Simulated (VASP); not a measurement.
Level of theory: LDA (Ceperley-Alder, Perdew-Zunger), VASP's LDA PAW potentials (set 64) (plane waves; VASP).

The input files of a VASP run:

**POSCAR**
```
ZnSe
1
    0.0000000000     2.7862321164     2.7862321164
    2.7862321164     0.0000000000     2.7862321164
    2.7862321164     2.7862321164     0.0000000000
Zn Se
1 1
Direct
  0.0000000000   0.0000000000   0.0000000000
  0.2500000000   0.2500000000   0.2500000000
```

KPOINTS:
```
k-points along high-symmetry lines
15
Line-mode
Reciprocal
  0.000000   0.000000   0.000000 ! GAMMA
 -0.500000  -0.500000   0.000000 ! X

 -0.500000  -0.500000   0.000000 ! X
 -0.375000  -0.375000   0.250000 ! U

 -0.375000  -0.000000   0.375000 ! K
  0.000000   0.000000   0.000000 ! GAMMA

  0.000000   0.000000   0.000000 ! GAMMA
 -0.000000   0.000000   0.500000 ! L

 -0.000000   0.000000   0.500000 ! L
 -0.500000  -0.250000   0.250000 ! W

 -0.500000  -0.250000   0.250000 ! W
 -0.500000  -0.500000   0.000000 ! X
```

**INCAR**
```
ISMEAR = 0   ! Gaussian
LMAXMIX = 4
LREAL = .FALSE.   ! projection in real space or not
LWAVE = .FALSE.
ICHARG = 11   ! fixed density
SYSTEM = ZnSe
ALGO = Normal
NELM = 100
LASPH = .TRUE.
SIGMA = 0.05
PREC = Accurate
LCHARG = .FALSE.
EDIFF = 1E-7   ! SCF stop (eV)
ENCUT = 400
LORBIT = 11
```

POTCAR, in this order: Zn Se (LDA.64 set). Program: vasp_std. Read from the step before: CHGCAR.

Output

**OSZICAR**
```
       N       E                     dE             d eps       ncg     rms          rms(c)
DAV:   1     0.773191951893E+02    0.77319E+02   -0.78928E+03  2340   0.135E+03
DAV:   2    -0.140888437591E+01   -0.78728E+02   -0.75110E+02  2570   0.254E+02
DAV:   3    -0.617267048954E+01   -0.47638E+01   -0.46817E+01  2780   0.637E+01
DAV:   4    -0.621553089610E+01   -0.42860E-01   -0.42849E-01  2590   0.645E+00
DAV:   5    -0.621576594298E+01   -0.23505E-03   -0.23504E-03  2785   0.439E-01
DAV:   6    -0.621576790971E+01   -0.19667E-05   -0.19667E-05  2700   0.416E-02
DAV:   7    -0.621576793395E+01   -0.24235E-07   -0.24233E-07  2710   0.426E-03
   1 F= -.62157679E+01 E0= -.62157679E+01  d E =-.684007E-17
```

### OUTCAR
```
 val. band max:        1.9672447674   @ k =   0.0000   0.0000   0.0000

 cond. band min:       3.2448625114   @ k =   0.0000   0.0000   0.0000



 k-point     1 :       0.0000    0.0000    0.0000
  band No.  band energies     occupation
      1     -11.6619      2.00000
      2      -4.9037      2.00000
      3      -4.9037      2.00000
      4      -4.9037      2.00000
      5      -4.4972      2.00000
      6      -4.4972      2.00000
      7       1.9672      2.00000
      8       1.9672      2.00000
      9       1.9672      2.00000
     10       3.2449      0.00000
     11       7.6507      0.00000
     12       7.6507      0.00000
     13       7.6507      0.00000

 k-point     2 :      -0.0357   -0.0357    0.0000
  band No.  band energies     occupation
      1     -11.6495      2.00000
      2      -4.9052      2.00000
      3      -4.9013      2.00000
      4      -4.9013      2.00000
      5      -4.4986      2.00000
      6      -4.4966      2.00000
      7       1.7490      2.00000
      8       1.9229      2.00000
      9       1.9229      2.00000
     10       3.4756      0.00000
     11       7.5656      0.00000
     12       7.7151      0.00000
     13       7.7151      0.00000

 k-point     3 :      -0.0714   -0.0714    0.0000
  band No.  band energies     occupation
      1     -11.6124      2.00000
      2      -4.9088      2.00000
      3      -4.8932      2.00000
      4      -4.8932      2.00000
      5      -4.5022      2.00000
      6      -4.4946      2.00000
      7       1.3093      2.00000
      8       1.7966      2.00000
      9       1.7966      2.00000
     10       3.9493      0.00000
     11       7.3391      0.00000
     12       7.9017      0.00000
     13       7.9017      0.00000

 k-point     4 :      -0.1071   -0.1071    0.0000
  band No.  band energies     occupation
      1     -11.5518      2.00000
      2      -4.9142      2.00000
      3      -4.8799      2.00000
      4      -4.8799      2.00000
...
```

The density is held fixed in this step, so its total energy and stress have no physical meaning.

The compound is ZnSe in the zinc blende structure. It was relaxed first, which changed the volume by -5 %.
